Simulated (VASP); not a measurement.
All values below come from PBE GGA, VASP's PBE PAW potentials (set 64) (plane waves; VASP).

A VASP calculation is set up with these files.

INCAR:
```
NSW = 30   ! most ionic steps
ALGO = Normal   ! blocked Davidson
LMAXMIX = 4   ! l cut-off of mixed one-centre charges
LREAL = F   ! projection in real space or not
ISMEAR = 0   ! Gaussian
IBRION = 2   ! conjugate gradients
EDIFFG = -0.01   ! ionic stop
SYSTEM = ZnO
GGA = PE   ! PBE
LWAVE = F
ISIF = 4
EDIFF = 1E-7   ! SCF stop (eV)
NELM = 100   ! most electronic steps
LCHARG = F
LASPH = T   ! aspherical one-centre terms
ENCUT = 520   ! plane-wave cut-off (eV)
SIGMA = 0.05   ! width (eV)
PREC = Accurate
```

KPOINTS:
```
Automatic mesh
0
Gamma
9 9 5
0 0 0
```

**POSCAR**
```
ZnO
1
    1.6430867183    -2.8459101297     0.0000000000
    1.6430867183     2.8459101297     0.0000000000
    0.0000000000     0.0000000000     5.3069657218
Zn O
2 2
Direct
  0.6666670000   0.3333330000   0.5014449356
  0.3333330000   0.6666670000   0.0014449356
  0.6666670000   0.3333330000   0.8805550644
  0.3333330000   0.6666670000   0.3805550644
```

POTCAR, in this order: Zn O (PBE.64 set). Program: vasp_std.

Output of the run:

OSZICAR:
```
       N       E                     dE             d eps       ncg     rms          rms(c)
DAV:   1     0.286480971277E+03    0.28648E+03   -0.18895E+04  1592   0.234E+03
DAV:   2     0.970715259919E+01   -0.27677E+03   -0.26590E+03  1680   0.439E+02
DAV:   3    -0.205274394096E+02   -0.30235E+02   -0.30002E+02  1908   0.154E+02
DAV:   4    -0.211034554853E+02   -0.57602E+00   -0.57573E+00  1704   0.229E+01
DAV:   5    -0.211077851298E+02   -0.43296E-02   -0.43281E-02  1854   0.190E+00    0.143E+01
DAV:   6    -0.177345069638E+02    0.33733E+01   -0.12174E+01  2752   0.742E+01    0.864E+00
DAV:   7    -0.178975385443E+02   -0.16303E+00   -0.26486E+00  1738   0.197E+01    0.519E+00
DAV:   8    -0.179235223929E+02   -0.25984E-01   -0.85204E-01  2372   0.912E+00    0.182E+00
DAV:   9    -0.178582062179E+02    0.65316E-01   -0.19143E-01  2482   0.791E+00    0.348E-01
DAV:  10    -0.178619450158E+02   -0.37388E-02   -0.57734E-02  1608   0.175E+00    0.147E-01
DAV:  11    -0.178619410130E+02    0.40028E-05   -0.14936E-03  2214   0.492E-01    0.360E-02
DAV:  12    -0.178619961101E+02   -0.55097E-04   -0.14064E-04  2150   0.215E-01    0.336E-02
DAV:  13    -0.178619917147E+02    0.43955E-05   -0.34952E-05  2002   0.118E-01    0.130E-02
DAV:  14    -0.178619917031E+02    0.11522E-07   -0.13717E-05  1778   0.424E-02    0.507E-03
DAV:  15    -0.178619911265E+02    0.57667E-06   -0.21233E-06  2162   0.161E-02    0.166E-03
DAV:  16    -0.178619910535E+02    0.72932E-07   -0.25502E-07  1286   0.551E-03
   1 F= -.17861991E+02 E0= -.17861991E+02  d E =-.178620E+02
```

**OUTCAR**
```
------------------------ aborting loop because EDIFF is reached ----------------------------------------
  FORCE on cell =-STRESS in cart. coord.  units (eV):
  Direction    XX          YY          ZZ          XY          YZ          ZX
  --------------------------------------------------------------------------------------
  Total        0.0343700      0.0343700      0.0012234     -0.0000000      0.0000000      0.0000000
  in kB        1.1095113      1.1095117      0.0394921     -0.0000000      0.0000000      0.0000000
  external PRESSURE =       0.7528383 kB  Pullay stress =       0.0000000 kB
  volume of cell :       49.63
      direct lattice vectors                 reciprocal lattice vectors
     1.643086718 -2.845910130  0.000000000     0.304305302 -0.175690720  0.000000000
     1.643086718  2.845910130  0.000000000     0.304305302  0.175690720  0.000000000
     0.000000000  0.000000000  5.306965722     0.000000000  0.000000000  0.188431592
  FREE ENERGIE OF THE ION-ELECTRON SYSTEM (eV)
  ---------------------------------------------------
  free  energy   TOTEN  =       -17.8619910535 eV

  energy  without entropy=      -17.8619910535  energy(sigma->0) =      -17.86199105

 reached required accuracy - stopping structural energy minimisation
```
(Selected blocks of OUTCAR.)

The compound is ZnO in the wurtzite structure. It was relaxed first.
